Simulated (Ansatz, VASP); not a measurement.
**Cross-check of TaCuN2 between VASP and Ansatz**

Aim: how closely do two programs agree when they are given the same cell, functional and k mesh? The cell is taken from a series of runs on this material, whose earlier steps may have relaxed, scaled, displaced or heated it; both programs get it as it stands.

Program: Ansatz 0.2.0. Level of theory: plane waves, with VASP 6.6.1 beside it; relaxation of cell and atoms at PBEsol. Results are calculated unless marked as measured.

### Step 1. The starting structure

The structure is trigonal, space group R-3m (No. 166). The conventional cell has a = 3.121 Å, b = 3.121 Å, c = 17.350 Å, α = 90.00°, β = 90.00°, γ = 120.00°. Ta has 6 N at 2.09 Å nearest. Nearest to Cu lie 2 N at 1.83 Å. N has 1 Cu at 1.83 Å and 3 Ta at 2.09 Å nearest. Farther neighbours and most contacts between anions are not listed.

Structure file:

```xyz
4
Lattice="1.5606 0.9010 5.7834 -1.5606 0.9010 5.7834 0.0000 -1.8021 5.7834" Properties=species:S:1:pos:R:3 pbc="T T T"
Ta    0.0000    0.0000    8.6751
Cu   -1.5606   -0.9010   11.5668
N     0.0000    0.0000    1.8316
N     0.0000    0.0000   15.5186
```

### Step 2. VASP: relaxation of cell and atoms, PBEsol, pair 1

The relaxed volume is the usual yardstick between codes: in a stiff, nearly cubic crystal its relative difference is about their pressure difference at one cell divided by the bulk modulus.

Lines of VASP's logs that name or quote its potential files are left out, and so is its time.

Contents of INCAR:

```
SYSTEM = TaCuN2
PREC = Accurate
ENCUT = 600
EDIFF = 1E-07
NELM = 120
ISMEAR = 0
SIGMA = 0.02
LREAL = .FALSE.
ALGO = Normal
GGA = PS
NBANDS = 22
LASPH = .TRUE.
LORBIT = 11
LWAVE = .FALSE.
LCHARG = .FALSE.
ISIF = 3
IBRION = 2
NSW = 80
EDIFFG = -0.005
GGA_COMPAT = .FALSE.
NELMIN = 4
EFERMI = MIDGAP
KPAR = 2
```

Contents of POSCAR:

```
TaCuN2
1.0
    1.5606270000      0.9010280000      5.7834190000
   -1.5606270000      0.9010280000      5.7834190000
    0.0000000000     -1.8020570000      5.7834190000
Ta Cu N
1 1 2
Direct
    0.5000000000      0.5000000000      0.4999997225
    0.0000000000      1.0000000000      0.9999997225
    0.1055686092      0.1055686091      0.1055683316
    0.8944313908      0.8944313908      0.8944311133
```

Contents of KPOINTS:

```
Automatic mesh
0
Gamma
12 12 12
0 0 0
```

PAW data sets: Ta_pv, Cu and N (PBE family, release 64).

Command:

```console
$ mpirun -np 2 vasp_std
```

Numbers of over 12 decimals in the logs are rounded to 6 here.

What it wrote:

```text
[banner, memory and clock lines left out]
running    2 mpi-ranks, on    1 nodes
 distrk:  each k-point on    1 cores,    2 groups
 distr:  one band on    1 cores,    1 groups

 POSCAR found type information on POSCAR TaCuN
 POSCAR found :  3 types and       4 ions
|                                                                             |
|               ----> ADVICE to this user running VASP <----                  |
|                                                                             |
|     You enforced a specific xc type in the INCAR file but a different       |
|     [... a line on the potential file left out ...]
|     I HOPE YOU KNOW WHAT YOU ARE DOING!                                     |
|                                                                             |

 LDA part: xc-table for (Slater+PW92), standard interpolation
 POSCAR, INCAR and KPOINTS ok, starting setup
 FFT: planning ... GRIDC
 FFT: planning ... GRID_SOFT
 FFT: planning ... GRID
 WAVECAR not read
 entering main loop
       N       E                     dE             d eps       ncg     rms          rms(c)
DAV:   1     0.295890988373E+03    0.29589E+03   -0.18047E+04  8516   0.205E+03
DAV:   2    -0.136577635679E+02   -0.30955E+03   -0.29022E+03  8836   0.464E+02
DAV:   3    -0.434932842084E+02   -0.29836E+02   -0.28272E+02 11240   0.138E+02
DAV:   4    -0.446526125280E+02   -0.11593E+01   -0.11504E+01 10432   0.272E+01
DAV:   5    -0.446975071160E+02   -0.44895E-01   -0.44855E-01 11566   0.517E+00    0.330E+01
DAV:   6    -0.422635300768E+02    0.24340E+01   -0.80606E+01 11926   0.179E+02    0.178E+01
DAV:   7    -0.364001613197E+02    0.58634E+01   -0.22496E+01 10284   0.122E+02    0.883E+00
DAV:   8    -0.365776258131E+02   -0.17746E+00   -0.34731E+00 13560   0.275E+01    0.423E+00
DAV:   9    -0.365127401313E+02    0.64886E-01   -0.68017E-01 11942   0.256E+01    0.122E+00
DAV:  10    -0.364959690578E+02    0.16771E-01   -0.19161E-01 12076   0.164E+01    0.670E-01
DAV:  11    -0.364888845460E+02    0.70845E-02   -0.26203E-02 11856   0.548E+00    0.107E-01
DAV:  12    -0.364894552360E+02   -0.57069E-03   -0.50722E-03 13172   0.854E-01    0.120E-01
DAV:  13    -0.364892084196E+02    0.24682E-03   -0.10780E-03 13530   0.127E+00    0.379E-02
DAV:  14    -0.364891992836E+02    0.91360E-05   -0.14179E-04 12026   0.241E-01    0.126E-02
DAV:  15    -0.364891999153E+02   -0.63172E-06   -0.20558E-05 10452   0.312E-02    0.991E-03
DAV:  16    -0.364891979664E+02    0.19489E-05   -0.45624E-06 12506   0.746E-02    0.113E-03
DAV:  17    -0.364891980188E+02   -0.52396E-07   -0.73244E-07  9422   0.654E-03
   1 F= -.36489198E+02 E0= -.36489198E+02  d E =-.364892E+02
[...]
2 F= -.36488765E+02 E0= -.36488765E+02  d E =0.432912E-03
[...]
3 F= -.36489418E+02 E0= -.36489418E+02  d E =-.220267E-03
[...]
4 F= -.36489418E+02 E0= -.36489418E+02  d E =-.220122E-03
[...]
5 F= -.36489423E+02 E0= -.36489423E+02  d E =-.470356E-05
 trial-energy change:   -0.000005  1 .order   -0.000005   -0.000015    0.000005
 step:   0.6295(harm=  0.6497)  dis= 0.00008  next Energy=   -36.489424 (dE=-0.545E-05)
 bond charge predicted
       N       E                     dE             d eps       ncg     rms          rms(c)
DAV:   1    -0.364894272311E+02   -0.43463E-05   -0.13339E-04 10758   0.122E-01    0.126E-02
DAV:   2    -0.364894256072E+02    0.16239E-05   -0.17540E-05 12548   0.130E-01    0.110E-02
DAV:   3    -0.364894239654E+02    0.16418E-05   -0.63564E-06 11796   0.877E-02    0.493E-03
DAV:   4    -0.364894236007E+02    0.36477E-06   -0.74157E-07 11246   0.257E-02    0.126E-03
DAV:   5    -0.364894235983E+02    0.23642E-08   -0.31886E-07  7080   0.641E-03
   6 F= -.36489424E+02 E0= -.36489424E+02  d E =-.545771E-05
 curvature:  -0.32 expect dE=-0.851E-06 dE for cont linesearch -0.671E-09
 trial: gam= 0.13315 g(F)=  0.179E-05 g(S)=  0.858E-06 ort = 0.192E-06 (trialstep = 0.823E+00)
 search vector abs. value=  0.301E-05
 reached required accuracy - stopping structural energy minimisation
```

OUTCAR, selected parts (step 2):

```text
ion  position               nearest neighbor table
   1  0.500  0.500  0.500-   4 2.09   3 2.09   4 2.09   4 2.09   3 2.09   3 2.09
   2  0.000  0.000  1.000-   3 1.83   4 1.83
   3  0.106  0.106  0.106-   2 1.83   1 2.09   1 2.09   1 2.09
   4  0.894  0.894  0.894-   2 1.83   1 2.09   1 2.09   1 2.09

  LATTYP: Found a trigonal (rhomboedric) cell.
 ALAT       =     6.0576681503
 COS(alpha) =     0.8672552751

 Subroutine GETGRP returns: Found 12 space group operations
 (whereof 12 operations were pure point group operations)

The static configuration has the point symmetry D_3d.

 Found    189 irreducible k-points:

   k-points           NKPTS =    189   k-points in BZ     NKDIM =    189   number of bands    NBANDS=     22

   dimension x,y,z NGX =    48 NGY =   48 NGZ =   48
   dimension x,y,z NGXF=    96 NGYF=   96 NGZF=   96

   ENCUT  =  600.0 eV  44.10 Ry    6.64 a.u.  12.10 12.10 12.10*2*pi/ulx,y,z

   NELECT =      32.0000    total number of electrons

 k-points in reciprocal lattice and weights: Automatic mesh
   0.00000000  0.00000000  0.00000000       0.001
   0.08333333  0.00000000 -0.00000000       0.003
   0.16666667  0.00000000  0.00000000       0.003
   0.25000000  0.00000000  0.00000000       0.003
   0.33333333  0.00000000  0.00000000       0.003
   0.41666667  0.00000000 -0.00000000       0.003
   0.50000000  0.00000000  0.00000000       0.002
   0.08333333  0.08333333 -0.00000000       0.003
   0.16666667  0.08333333 -0.00000000       0.007
[...]
-0.41666667  0.50000000  0.41666667       0.003
   0.50000000  0.50000000  0.50000000       0.001

 average (electrostatic) potential at core
       1 -38.2049       2 -65.2804       3 -63.1949       4 -63.1948

 E-fermi :   5.3466

 k-point     1 :       0.0000    0.0000    0.0000
  band No.  band energies     occupation
    ...
     12       3.1193      2.00000
     13       3.2932      2.00000
     14       3.2932      2.00000
     15       4.1152      2.00000
     16       4.1152      2.00000
     17       6.3801      0.00000
     18       6.3801      0.00000
     19       6.6327      0.00000
     20       9.5175      0.00000
     21      12.5786      0.00000
    ...

 k-point     2 :       0.0833    0.0000   -0.0000
  band No.  band energies     occupation
    ...
     12       3.1373      2.00000
     13       3.2662      2.00000
     14       3.3707      2.00000
     15       3.6647      2.00000
     16       3.8724      2.00000
     17       6.5219      0.00000
     18       6.7127      0.00000
     19       6.7358      0.00000
     20       9.6616      0.00000
     21      12.0200      0.00000
    ...

 k-point     3 :       0.1667    0.0000    0.0000
  band No.  band energies     occupation
    ...
     12       2.9461      2.00000
     13       3.2238      2.00000
     14       3.2545      2.00000
     15       3.6691      2.00000
     16       3.7442      2.00000
     17       6.5921      0.00000
     18       6.9912      0.00000
     19       7.4311      0.00000
     20       9.9183      0.00000
     21      11.5425      0.00000
    ...

  Total        0.0028491      0.0028491      0.0074122      0.0000000     -0.0000000      0.0000000
  in kB        0.0933437      0.0933436      0.2428434      0.0000000     -0.0000000      0.0000000
  external PRESSURE =       0.1431769 kB  Pullay stress =       0.0000000 kB

  energy-cutoff  :      600.00
  volume of cell :       48.90
      direct lattice vectors                 reciprocal lattice vectors
     1.561353332  0.901447347  5.790763617     0.320235010  0.184887787  0.057562943
    -1.561353332  0.901447347  5.790763617    -0.320235010  0.184887787  0.057562943
     0.000000000 -1.802895696  5.790763617     0.000000000 -0.369775574  0.057562911

 POSITION                                       TOTAL-FORCE (eV/Angst)
 -----------------------------------------------------------------------------------
      0.00000     -0.00000      8.68614         0.000000     -0.000000     -0.000000
      0.00000     -1.80290      5.79076         0.000000     -0.000000     -0.000000
      0.00000      0.00000      1.83371         0.000000      0.000000     -0.004304
      0.00000     -0.00000     15.53858         0.000000     -0.000000      0.004304
 -----------------------------------------------------------------------------------
    total drift:                               -0.000000     -0.000914      0.002234

  FREE ENERGIE OF THE ION-ELECTRON SYSTEM (eV)
  ---------------------------------------------------
  free  energy   TOTEN  =       -36.4894235983 eV

  energy  without entropy=      -36.4894235983  energy(sigma->0) =      -36.48942360

 reached required accuracy - stopping structural energy minimisation

 total charge
# of ion       s       p       d       tot
------------------------------------------
    1        0.340   6.332   2.201   8.873
    2        0.456   0.373   9.213  10.041
    3        1.241   2.517   0.000   3.758
    4        1.241   2.517   0.000   3.758
--------------------------------------------------
tot          3.277  11.739  11.414  26.430

[... 3 further parts left out ...]
```

CONTCAR:

```
TaCuN2
   1.00000000000000
     1.5613533318587569    0.9014473471968272    5.7907636166898211
    -1.5613533318587569    0.9014473471968272    5.7907636166898211
     0.0000000000000000   -1.8028956961288538    5.7907636168876913
  Ta              Cu              N
     1     1     2
Direct
     0.5000000000000000    0.5000000000000000    0.4999997225000001
     0.0000000000000000    0.0000000000000000    0.9999997225000001
     0.1055536601418244    0.1055536600418226    0.1055533825417904
     0.8944463398581756    0.8944463398581756    0.8944460623582081
```

### Step 3. Ansatz: relaxation of cell and atoms, PBEsol, pair 1

Ansatz runs on its default PAW (the set named soft_2) files.

The same cell, functional, mesh and smearing now go to Ansatz, which takes its cutoff from its data sets.

Contents of input.yaml:

```yaml
crystal:
  lattice:
    - [1.5606269726, 0.9010284027, 5.7834191744]
    - [-1.5606269726, 0.9010284027, 5.7834191744]
    - [0.0, -1.8020568055, 5.7834191744]
  atoms:
    - { symbol: Ta, position: [0.5, 0.5, 0.5] }
    - { symbol: Cu, position: [0.0, 0.0, 0.0] }
    - { symbol: "N", position: [0.105568636, 0.105568636, 0.105568636] }
    - { symbol: "N", position: [0.894431364, 0.894431364, 0.894431364] }
kpoints:
  mp_grid: { grid: [12, 12, 12] }
hamiltonian:
  xc: pbesol
scf:
  occupations: { method: gaussian, width: 0.02 }
output:
  forces: true
  stress: true
  eigenvalues: true
relax:
  adjacent_minimum: "off"
  f_tol: 0.005
  max_steps: 80
  cell: { stress_tol: 0.05 }
```

Command:

```console
$ ansatz run input.yaml --threads 4 --pin off --max-ram 7168MiB --backend cpu --events-out ev --progress --plain --runs-dir out
```

What it wrote:

```text
basis.fft_grid_basis auto: the FFT boxes are laid along the combinations [[1, 0, -1], [0, 1, -1], [0, 0, 1]] of the cell's own vectors, 3.121, 3.121 and 6.058 Å long. The dense box has 24×24×45 points. Along the cell's own vectors, as sized, it would have 45×45×45, 3.52 times as many. Of the 12 symmetry operations that the crystal satisfies within crystal.symmetry.tolerance (time reversal apart; of a slab, those that [...]
Engine: ansatz 0.2.0, aarch64-unknown-linux-gnu
Pseudopotentials: kind: paw
Pseudopotential: Ta, paw, valence charge 13, recommended cutoff 420 eV (normal), Ta.paw.azcp
Pseudopotential: Cu, paw, valence charge 19, recommended cutoff 420 eV (normal), Cu.paw.azcp
Pseudopotential: N, paw, valence charge 5, recommended cutoff 420 eV (normal), N.paw.azcp
Functional definition: PBEsol
  exchange = pbesol_x
  correlation = pbesol_c
Crystal: 4 atoms, lattice volume = 48.795 Å³
Basis set: ecut = 420 eV, 955 PW (Γ), FFT grids on a1−a3, a2−a3, a3, exchange–correlation on 48×48×90 points (8 copies of the dense FFT grid, shifted against one another)
Bands: 26, of which v1, the nominal top of the filled ones, is band 21 counted from 1 (20 counted from 0)
Symmetry: 12 space group operations
Space group: R-3m (ITA 166), of the structure as read, at distance tolerance 3.7e-5 Å
k-points: 189 of 1728
Non-local potential: Ta, projectors of the file, l = 0: 3, l = 1: 2, l = 2: 2, l = 3: 1
Non-local potential: Cu, projectors of the file, l = 0: 3, l = 1: 2, l = 2: 3, l = 3: 1
Non-local potential: N, projectors of the file, l = 0: 2, l = 1: 2, l = 2: 1
PAW form: soft (Blöchl's): semilocal exchange-correlation on the pseudo side does not see the compensation charge
PAW frozen core: Ta, regenerated for the run's functional, and the local potential with it (the file was generated under x = pbe(κ = 0.804, μ = 0.219515), c = pbe(β = 0.066725))
PAW frozen core: Cu, regenerated for the run's functional, and the local potential with it (the file was generated under x = pbe(κ = 0.804, μ = 0.219515), c = pbe(β = 0.066725))
PAW frozen core: N, regenerated for the run's functional, and the local potential with it (the file was generated under x = pbe(κ = 0.804, μ = 0.219515), c = pbe(β = 0.066725))
PAW one-centre angular grid: Ta, 590 points (default); XC on 64 Gauss nodes
PAW one-centre angular grid: Cu, 590 points (default); XC on 64 Gauss nodes
PAW one-centre angular grid: N, 110 points (default); XC on 64 Gauss nodes
Initial density: superposition of atomic densities (neutral atoms: chi_scale 0, normalization atom), corrected by the library's trained network
Initial wavefunctions: pseudopotential atomic-orbital guess
Functional: x = pbesol(κ = 0.804, μ = 0.123457), c = pbesol(β = 0.046)
SCF iter   1: F=—  HF=-17154.688859 eV  |F-HF|=—  |Δ(HF+E_count)|=         —  Δρ=1.54e-2  dr2=1.01e-1  ethr=1.77e-3  ⟨swp⟩=6.0  Hψ=20213  notcnv=0
preconditioner: auto → none  [insulator: Δε(μ)=0.238 eV  Ē_g=8.527 eV  σ=0.020 eV  W_gap=1.00  n_scr=16 (ndim 8)  ℏωp=27.1 eV  f_vac=0.001  D(μ)=0.00/eV (n_scr^D=0)  ε∞_Penn≈11.1]
SCF iter   2: F=—  HF=-17154.670648 eV  |F-HF|=—  |Δ(HF+E_count)|=   1.82e-2  Δρ=3.92e-3  dr2=9.04e-3  ethr=2.41e-4  ⟨swp⟩=2.1  Hψ=8618  notcnv=0  defer=189
SCF iter   3: F=—  HF=-17154.668816 eV  |F-HF|=—  |Δ(HF+E_count)|=   1.83e-3  Δρ=2.67e-3  dr2=2.14e-3  ethr=2.15e-5  ⟨swp⟩=2.0  Hψ=7525  notcnv=0  defer=189
SCF iter   4: F=—  HF=-17154.668399 eV  |F-HF|=—  |Δ(HF+E_count)|=   4.17e-4  Δρ=5.23e-4  dr2=7.38e-5  ethr=5.08e-6  ⟨swp⟩=2.0  Hψ=6981  notcnv=0  defer=189
SCF iter   5: F=—  HF=-17154.668402 eV  |F-HF|=—  |Δ(HF+E_count)|=   2.65e-6  Δρ=5.15e-5  dr2=7.17e-7  ethr=1.76e-7  ⟨swp⟩=2.6  Hψ=7525  notcnv=0  defer=189
SCF iter   6: F=-17154.668402 eV  HF=-17154.668402 eV  |F-HF|=2.80e-8  |Δ(HF+E_count)|=   2.10e-7  Δρ=9.05e-6  dr2=4.84e-8  ethr=2.38e-10  ⟨swp⟩=9.0  Hψ=22505  notcnv=0
SCF 1 converged in 6 iterations: F = -17154.668402 eV  dr2 = 4.84e-8
  greatest PAW one-centre occupation: 1.000 electrons in one spin orbital (limit 2), on the Cu atom at site 1 (counted from 0), in its partial waves of l = 0
relax step   1: F+E_penalty+E_count = -17154.66840194 eV  Δ(F+E_penalty+E_count) = +0.000e0 eV  max|allowed force component| = 5.587e-3 eV/Å  Δτ_max = 0.0000 Å  P = -0.072 GPa  Ω = 48.795 Å³  (6 SCF iters, dr2 threshold 1.00e-7 eV, accepted)
[...]
relax step   2: F+E_penalty+E_count = -17154.66841881 eV  Δ(F+E_penalty+E_count) = -1.687e-5 eV  max|allowed force component| = 1.007e-2 eV/Å  Δτ_max = 0.0003 Å  P = -0.032 GPa  Ω = 48.791 Å³  energy of the carried Pulay correction = +9.243e-6 eV  (6 SCF iters, dr2 threshold 9.84e-8 eV, accepted)
[...]
relax step   3: F+E_penalty+E_count = -17154.66845120 eV  Δ(F+E_penalty+E_count) = -3.239e-5 eV  max|allowed force component| = 2.699e-3 eV/Å  Δτ_max = 0.0003 Å  P = +0.005 GPa  Ω = 48.781 Å³  energy of the carried Pulay correction = +3.729e-5 eV  (6 SCF iters, dr2 threshold 1.10e-8 eV, accepted)
[...]
relax step   4: F+E_penalty+E_count = -17154.66840643 eV  Δ(F+E_penalty+E_count) = +4.477e-5 eV  max|allowed force component| = 2.714e-3 eV/Å  Δτ_max = 0.0000 Å  P = +0.004 GPa  Ω = 48.781 Å³  stress off target by 2.49e-2 GPa  SCF on the basis re-selected at this cell (its energy is not comparable with the rows above)  (6 SCF iters)
basis re-selected at this cell: Δ(F+E_penalty+E_count) = +4.477e-5 eV, ΔP = -0.001 GPa vs the last step (what re-selecting the basis moved, of the pressure what is left beyond the Pulay correction that the steps carried, after the strain that the cell walked since its last selection, with what the two solves' SCF thresholds leave and, on support functions, any second-order correction that the steps lacked; it is no m [...]
SCF converged after 6 iterations
Free energy (F): -17154.668406 eV
Harris-Foulkes:  -17154.668406 eV  (|F-HF|=0.00e0)
Internal energy: -17154.668406 eV  (E = F + TS)
E sigma→0 (E₀):  -17154.668406 eV
Fermi energy:    13.329704 eV
--- Per-component energies (eV) ---
  E_band       = -566.116057
  E_kinetic    = 925.437573
  E_local      = -6043.766374  (includes V_loc(G=0)·N_el)
  E_nonlocal   = 502.807903
  E_hartree    = 2562.510520
  E_xc         = -423.607819
  E_vxc        = -469.250251  (∫ρ·V_xc dr)
  E_paw        = -10145.741095  (= ΣΔE_a)
  E_vpaw       = -606.366543  (= ΣTr[D̂ρ^β])
  E_aug_tail   = 0.000581  (compensation charges beyond the density's cutoff)
  E_ewald      = -4532.785741
  E_core_change = 0.476046  (= ΣΔE_core)
  E_smearing   = -0.000000  (= −TS)
  E_closure    = -0.000000  (closes the sum)
  Σ components = -17154.668406   (vs F -17154.668406, Δ=0.00e0)
--- Forces (eV/Å), atoms counted from 1 ---
  atom   1  Ta     0.00000000     0.00000000    -0.00000000
  atom   2  Cu    -0.00000000     0.00000000     0.00000000
  atom   3  N     -0.00000000     0.00000000    -0.00271385
  atom   4  N      0.00000000    -0.00000000     0.00271385
  max |Σ_I F_I| component: 1.97e-31 eV/Å
--- Stress (GPa, compression-positive) ---
        0.018356       0.000000       0.000000
        0.000000       0.018356       0.000000
        0.000000       0.000000      -0.024948
  P = ⅓ Tr σ = 0.0039 GPa (0.039 kbar)
--- Band table (eV; the first three rows and the last of 189) ---
  k-point 0: bands = [... 17 lower, 11.2846, 11.2846, 12.0757, 12.0757, 14.3748, 14.3748, 14.6337, 17.5226, ... 1 higher]
  k-point 1: bands = [... 17 lower, 11.2557, 11.3585, 11.6336, 11.8390, 14.5147, 14.7124, 14.7274, 17.6644, ... 1 higher]
  k-point 2: bands = [... 17 lower, 11.2143, 11.2545, 11.6523, 11.7250, 14.5867, 14.9874, 15.4207, 17.9155, ... 1 higher]
  k-point 188: bands = [... 17 lower, 11.1308, 11.1308, 13.1427, 13.1427, 14.3066, 14.3066, 16.0738, 17.8472, ... 1 higher]
--- Relaxed structure (3 steps of the walk, 3 accepted, 1 SCFs on fresh bases) ---
  F+E_penalty+E_count = -17154.66840643 eV   max|allowed force component| = 2.714e-3 eV/Å   (the final SCF, on the basis selected at the relaxed cell)
  cell:  # Å, volume = 48.7810 Å³
    - [1.560706, 0.901074, 5.781200]
    - [-1.560706, 0.901074, 5.781200]
    - [0, -1.802148, 5.781200]
  atoms:
    - { symbol: Ta, position: [0.5, 0.5, 0.500000] }
    - { symbol: Cu, position: [0, 0, 0] }
    - { symbol: N, position: [0.105569, 0.105569, 0.105569] }
    - { symbol: N, position: [0.894431, 0.894431, 0.894431] }
```

### Step 4. Side by side

Known differences besides the potentials themselves: the data sets hold 42 valence electrons in Ansatz (on its default PAW (the set named soft_2) files) and 32 in VASP; the cutoff is 420 eV in Ansatz and 600 eV in VASP; Ansatz makes its cores anew for this functional, VASP keeps those of its PBE data sets; Ansatz adds a Pulay correction to the stress that steers its cell, VASP none. Total energies have different zeros and are not compared.

Both answers:

| quantity | Ansatz | VASP | difference |
| --- | --- | --- | --- |
| volume (Å³) | 48.78 | 48.90 | -0.25 % |
| edge a after relaxation, in the typed setting (Å) | 6.056 | 6.065 | -0.15 % |

(Continued in part 2 of 2.)

[Lines on the potential files, build, host, timing and source positions are cut from VASP's logs without a mark.]

[Logs are printed without paths, hosts, clocks, repeated set-up lines and the standing remarks that a program may print on its own settings, such as how far it seeks lower states.]

[Hosts, paths, dates, database ids (printed as entryN), source tags and the programs' standing remarks are cut or masked in the printed files.]
